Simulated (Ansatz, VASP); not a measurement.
# VIBr (1T-VBrI bilayer, AB): VASP beside Ansatz, part 2 of 2

Wanted: the spread between two codes on one cell, functional and k mesh. The structure shown is the start of the Ansatz relaxation below; VASP solves that cell, so the two are compared at the walk's first step.

VASP 6.6.1 and Ansatz 0.2.0.

So far: The structure; Ansatz: relaxation, PBE with D3(BJ).

### Step 3. VASP: single point, PBE with D3(BJ), start cell

Level of this step: PBE with D3(BJ), spin-polarised from a ferromagnetic start; plane waves and PAW (I, V_sv, Br) (VASP).

The same cell, functional, mesh and smearing now go to VASP, with its own data sets.

Lines of VASP's logs that name or quote its potential files are left out, and so is its time.

INCAR

```
SYSTEM = VIBr
PREC = Accurate
ENCUT = 400
EDIFF = 1E-06
NELM = 200
ISMEAR = -1
SIGMA = 0.05
LREAL = .FALSE.
ALGO = Normal
GGA = PE
IVDW = 12
NBANDS = 39
ISPIN = 2
MAGMOM = -0.03 -0.03 2.55 2.55 -0.01 -0.01
LASPH = .TRUE.
LMAXMIX = 4
LORBIT = 11
LWAVE = .FALSE.
LCHARG = .FALSE.
ISIF = 2
LDIPOL = .TRUE.
IDIPOL = 3
DIPOL = 0.5 0.5 0.501
LVHAR = .TRUE.
GGA_COMPAT = .FALSE.
NELMDL = -8
KPAR = 2
```

POSCAR

```
VIBr
1.0
    3.9076660000      0.0000000000      0.0000000000
   -1.9538330000      3.3841380000      0.0000000000
    0.0000000000      0.0000000000     50.2457620000
I V Br
2 2 2
Direct
    0.6666666667      0.3333333333      0.4040141734
    0.0000000000      1.0000000000      0.5323410360
    0.0000000000      1.0000000000      0.4391102477
    0.3333333334      0.6666666666      0.5674371104
    0.3333333334      0.6666666666      0.4676589640
    0.6666666667      0.3333333333      0.5959858266
```

KPOINTS

```
Automatic mesh
0
Gamma
12 12 1
0 0 0
```

The projector-augmented-wave data sets are I, V_sv and Br (PBE family, release 64).

Started as:

```sh
> mpirun -np 2 vasp_std
```

Numbers of over 12 decimals in the logs are rounded to 6 here.

The log of the run:

```text
[banner, memory and clock lines left out]
running    2 mpi-ranks, on    1 nodes
 distrk:  each k-point on    1 cores,    2 groups
 distr:  one band on    1 cores,    1 groups

 POSCAR found type information on POSCAR I V Br
 POSCAR found :  3 types and       6 ions
 LDA part: xc-table for (Slater+PW92), standard interpolation
|                                                                             |
|           W    W    AA    RRRRR   N    N  II  N    N   GGGG   !!!           |
|           W    W   A  A   R    R  NN   N  II  NN   N  G    G  !!!           |
|           W    W  A    A  R    R  N N  N  II  N N  N  G       !!!           |
|           W WW W  AAAAAA  RRRRR   N  N N  II  N  N N  G  GGG   !            |
|           WW  WW  A    A  R   R   N   NN  II  N   NN  G    G                |
|           W    W  A    A  R    R  N    N  II  N    N   GGGG   !!!           |
|                                                                             |
|     One of the lattice vectors is very long (>50 A), but AMIN is rather     |
|     large. This can spoil convergence since charge sloshing might occur     |
|     along the long lattice vector. If problems with convergence are         |
|     observed, try to decrease AMIN to a smaller value (e.g. 0.01).          |
|     Note: This warning only applies if the self-consistency cycle is        |
|     used.                                                                   |
|                                                                             |

 POSCAR, INCAR and KPOINTS ok, starting setup
 FFT: planning ... GRIDC
 FFT: planning ... GRID_SOFT
 FFT: planning ... GRID
 WAVECAR not read
 entering main loop
       N       E                     dE             d eps       ncg     rms          rms(c)
DAV:   1     0.373375476140E+03    0.37338E+03   -0.21754E+04  3868   0.821E+02
DAV:   2     0.141304070038E+02   -0.35925E+03   -0.34904E+03  4112   0.232E+02
DAV:   3    -0.264733442197E+02   -0.40604E+02   -0.39966E+02  3720   0.685E+01
DAV:   4    -0.278795943407E+02   -0.14063E+01   -0.13952E+01  3828   0.142E+01
DAV:   5    -0.279089049461E+02   -0.29311E-01   -0.29301E-01  3983   0.196E+00
DAV:   6    -0.279094083383E+02   -0.50339E-03   -0.50315E-03  3849   0.255E-01
DAV:   7    -0.279094259747E+02   -0.17636E-04   -0.17635E-04  4006   0.451E-02
DAV:   8    -0.279094266049E+02   -0.63012E-06   -0.62977E-06  3137   0.835E-03    0.137E+01
DAV:   9    -0.277853082507E+02    0.12412E+00   -0.95798E+00  3449   0.177E+01    0.765E+00
DAV:  10    -0.279114738959E+02   -0.12617E+00   -0.10798E+00  3595   0.877E+00    0.443E+00
DAV:  11    -0.278161745285E+02    0.95299E-01   -0.25030E-01  3579   0.258E+00    0.205E+00
DAV:  12    -0.276681072648E+02    0.14807E+00   -0.71354E-02  3504   0.188E+00    0.826E-01
DAV:  13    -0.276857687292E+02   -0.17661E-01   -0.11127E-02  3749   0.470E-01    0.541E-01
DAV:  14    -0.276824892139E+02    0.32795E-02   -0.21110E-03  3472   0.215E-01    0.455E-01
[...]
DAV:  29    -0.280514697180E+02   -0.60325E-03   -0.38283E-06  3108   0.566E-03    0.283E-03
DAV:  30    -0.280515487908E+02   -0.79073E-04   -0.51346E-07  2620   0.218E-03    0.182E-03
DAV:  31    -0.280515804742E+02   -0.31683E-04   -0.56408E-07  2646   0.180E-03    0.109E-03
DAV:  32    -0.280516088804E+02   -0.28406E-04   -0.95811E-07  2672   0.196E-03    0.772E-04
DAV:  33    -0.280516204273E+02   -0.11547E-04   -0.10673E-07  2621   0.776E-04    0.566E-04
DAV:  34    -0.280516423077E+02   -0.21880E-04   -0.49098E-07  2394   0.123E-03    0.504E-04
DAV:  35    -0.280516444918E+02   -0.21841E-05   -0.52251E-08  2493   0.565E-04    0.290E-04
DAV:  36    -0.280516451188E+02   -0.62700E-06   -0.78413E-09  2196   0.268E-04
   1 F= -.29801430E+02 E0= -.29801409E+02  d E =-.421536E-04  mag=     6.0000
```

From OUTCAR (step 3):

```text
ion  position               nearest neighbor table
   1  0.667  0.333  0.404-   3 2.86   3 2.86   3 2.86
   2  0.000  0.000  0.532-   4 2.86   4 2.86   4 2.86
   3  0.000  0.000  0.439-   5 2.67   5 2.67   5 2.67   1 2.86   1 2.86   1 2.86
   4  0.333  0.667  0.567-   6 2.67   6 2.67   6 2.67   2 2.86   2 2.86   2 2.86
   5  0.333  0.667  0.468-   3 2.67   3 2.67   3 2.67
   6  0.667  0.333  0.596-   4 2.67   4 2.67   4 2.67

  LATTYP: Found a hexagonal cell.
 ALAT       =     3.9076660000
 C/A-ratio  =    12.8582540064

 Subroutine GETGRP returns: Found  6 space group operations
 (whereof  6 operations were pure point group operations)

The static configuration has the point symmetry C_3v.

 Found     19 irreducible k-points:

   k-points           NKPTS =     19   k-points in BZ     NKDIM =     19   number of bands    NBANDS=     39

   dimension x,y,z NGX =    28 NGY =   28 NGZ =  336
   dimension x,y,z NGXF=    56 NGYF=   56 NGZF=  672

   ENCUT  =  400.0 eV  29.40 Ry    5.42 a.u.   6.37  6.37 81.94*2*pi/ulx,y,z

   NELECT =      54.0000    total number of electrons

 k-points in reciprocal lattice and weights: Automatic mesh
   0.00000000  0.00000000  0.00000000       0.007
   0.08333333  0.00000000  0.00000000       0.042
   0.16666667  0.00000000  0.00000000       0.042
   0.25000000  0.00000000  0.00000000       0.042
   0.33333333 -0.00000000  0.00000000       0.042
   0.41666667 -0.00000000  0.00000000       0.042
   0.50000000  0.00000000  0.00000000       0.021
   0.08333333  0.08333333  0.00000000       0.042
   0.16666667  0.08333333  0.00000000       0.083
[...]
0.33333333  0.25000000  0.00000000       0.083
   0.33333333  0.33333333  0.00000000       0.014

 dipolmoment           0.000000      0.000000      0.034106 electrons x Angstroem

 average (electrostatic) potential at core
       1 -98.7905       2 -98.5725       3 -81.9425       4 -81.7175       5 -68.9251
       6 -68.6780

 E-fermi :  -1.5635

 spin component 1
 k-point     1 :       0.0000    0.0000    0.0000
  band No.  band energies     occupation
    ...
     26      -2.8396      1.00000
     27      -2.6663      1.00000
     28      -2.6121      1.00000
     29      -2.6121      1.00000
     30      -2.4414      1.00000
     31      -0.7257      0.00000
     32      -0.7257      0.00000
     33      -0.4954      0.00000
     34      -0.4954      0.00000
     35       0.3673      0.00000
    ...

 k-point     2 :       0.0833    0.0000    0.0000
  band No.  band energies     occupation
    ...
     26      -2.7482      1.00000
     27      -2.5992      1.00000
     28      -2.5623      1.00000
     29      -2.5205      1.00000
     30      -2.3366      1.00000
     31      -0.8917      0.00000
     32      -0.7518      0.00000
     33      -0.6648      0.00000
     34      -0.5192      0.00000
     35       0.6458      0.00000
    ...

 k-point     3 :       0.1667    0.0000    0.0000
  band No.  band energies     occupation
    ...
     26      -2.6552      1.00000
     27      -2.5825      1.00000
     28      -2.4172      1.00000
     29      -2.3547      1.00000
     30      -2.1778      1.00000
     31      -1.0903      0.00008
     32      -0.8428      0.00000
     33      -0.7951      0.00000
     34      -0.5584      0.00000
     35       1.2634      0.00000
    ...

 k-point     4 :       0.2500    0.0000    0.0000
  band No.  band energies     occupation
    ...
     26      -2.7467      1.00000
     27      -2.4568      1.00000
     28      -2.3353      1.00000
     29      -2.2293      1.00000
     30      -2.0922      0.99997
     31      -1.0817      0.00007
     32      -0.8055      0.00000
     33      -0.7882      0.00000
     34      -0.5653      0.00000
     35       1.8444      0.00000
    ...

 k-point     5 :       0.3333   -0.0000    0.0000
  band No.  band energies     occupation
    ...
     26      -2.8305      1.00000
     27      -2.3872      1.00000
     28      -2.2946      1.00000
     29      -2.1603      0.99999
     30      -2.0581      0.99995
     31      -0.8978      0.00000
     32      -0.7817      0.00000
     33      -0.5900      0.00000
     34      -0.5380      0.00000
     35       1.5285      0.00000
    ...

 k-point     6 :       0.4167   -0.0000    0.0000
  band No.  band energies     occupation
    ...
     26      -2.8860      1.00000
     27      -2.3534      1.00000
     28      -2.2894      1.00000
     29      -2.1270      0.99999
     30      -2.0597      0.99995
     31      -0.7529      0.00000
     32      -0.6759      0.00000
     33      -0.5061      0.00000
     34      -0.3910      0.00000
     35       1.0678      0.00000
    ...

 Edisp (eV)   -1.74979

  Total      -1.56442    -1.56442    -2.98629     0.00000     0.00000     0.00000
  in kB      -3.77224    -3.77224    -7.20075     0.00000     0.00000     0.00000
  external pressure =       -4.92 kB  Pullay stress =        0.00 kB

  energy-cutoff  :      400.00
  volume of cell :      664.45
      direct lattice vectors                 reciprocal lattice vectors
     3.907666000  0.000000000  0.000000000     0.255907235  0.147748112  0.000000000
    -1.953833000  3.384138000  0.000000000     0.000000000  0.295496224  0.000000000
     0.000000000  0.000000000 50.245762000     0.000000000  0.000000000  0.019902176

 POSITION                                       TOTAL-FORCE (eV/Angst)
 -----------------------------------------------------------------------------------
      1.95383      1.12805     20.30000         0.000000     -0.000000      0.545991
      0.00000      0.00000     26.74788         0.000000     -0.000000      0.594736
      0.00000      0.00000     22.06343         0.000000      0.000000     -0.242303
      0.00000      2.25609     28.51131         0.000000     -0.000000     -0.304004
      0.00000      2.25609     23.49788        -0.000000      0.000000     -0.334741
      1.95383      1.12805     29.94576        -0.000000     -0.000000     -0.259679
 -----------------------------------------------------------------------------------
    total drift:                               -0.000001      0.000000     -0.004084

  FREE ENERGIE OF THE ION-ELECTRON SYSTEM (eV)
  ---------------------------------------------------
  free  energy   TOTEN  =       -29.8014303581 eV

  energy  without entropy=      -29.8013882045  energy(sigma->0) =      -29.80140928

 vacuum level on the upper side and lower side of the slab         2.588         2.121

 total charge
# of ion       s       p       d       tot
------------------------------------------
    1        1.506   2.799   0.023   4.329
    2        1.508   2.799   0.024   4.331
    3        2.152   6.087   3.087  11.325
    4        2.152   6.087   3.085  11.324
    5        1.608   3.249   0.023   4.881
    6        1.606   3.250   0.022   4.879
--------------------------------------------------
tot         10.533  24.271   6.265  41.070

 magnetization (x)
# of ion       s       p       d       tot
------------------------------------------
    1       -0.002  -0.049   0.009  -0.041
    2       -0.002  -0.050   0.009  -0.042
    3        0.029   0.019   2.600   2.648
    4        0.029   0.019   2.599   2.647
    5       -0.002  -0.037   0.012  -0.026
    6       -0.002  -0.036   0.012  -0.025
--------------------------------------------------
tot          0.051  -0.133   5.242   5.160

[... 6 further parts left out ...]
```

### Step 4. Comparison

Known differences besides the potentials themselves: VASP starts from the moments at which Ansatz ended; Ansatz cuts the interaction across the vacuum, VASP repeats the sheet with a dipole correction; the data sets hold 74 valence electrons in Ansatz (on its default PAW (the set named soft_2) files) and 54 in VASP; the cutoff is 420 eV in Ansatz and 400 eV in VASP. Total energies have different zeros and are not compared.

Forces (eV/Å; atoms numbered as in POSCAR):

```csv
atom,"Ansatz x, y, z","VASP x, y, z"
I1,"0.000, 0.000, 0.549","0.000, 0.000, 0.546"
I2,"0.000, 0.000, 0.597","0.000, 0.000, 0.595"
V3,"0.000, 0.000, -0.236","0.000, 0.000, -0.242"
V4,"0.000, 0.000, -0.297","0.000, 0.000, -0.304"
Br5,"0.000, 0.000, -0.344","0.000, 0.000, -0.335"
Br6,"0.000, 0.000, -0.269","0.000, 0.000, -0.260"
```

The forces differ by 3.8 meV/Å r.m.s., which is 1.6 % of the r.m.s. force of 0.234 eV/Å (both taken over all components). Moments aren't recorded for both runs of this pair, so they may hold unlike magnetic states. With vacuum in the cell, a pressure given here is an average over mostly empty space and none of the material.

### Step 5. Outcome

```yaml
r_m_s_force_difference_single_point_pbe_with_d3_bj_start_cell: 1.6 % of the r.m.s. force
```

**Reading.** The r.m.s. force difference is 1.6 % of the r.m.s. force (single point, PBE with D3(BJ), start cell), within the 3 % picked in this series as the mark of a large difference. The data sets hold unlike numbers of valence electrons (74 in Ansatz and 54 in VASP), so part of the differences comes from the potentials. How closely two codes agree says nothing of how well the functional describes the real material.

[Lines on the potential files, build, host, timing and source positions are cut from VASP's logs without a mark.]

[Logs are printed without paths, hosts, clocks, repeated set-up lines and the standing remarks that a program may print on its own settings, such as how far it seeks lower states.]

[Hosts, paths, dates, database ids (printed as entryN), source tags and the programs' standing remarks are cut or masked in the printed files.]
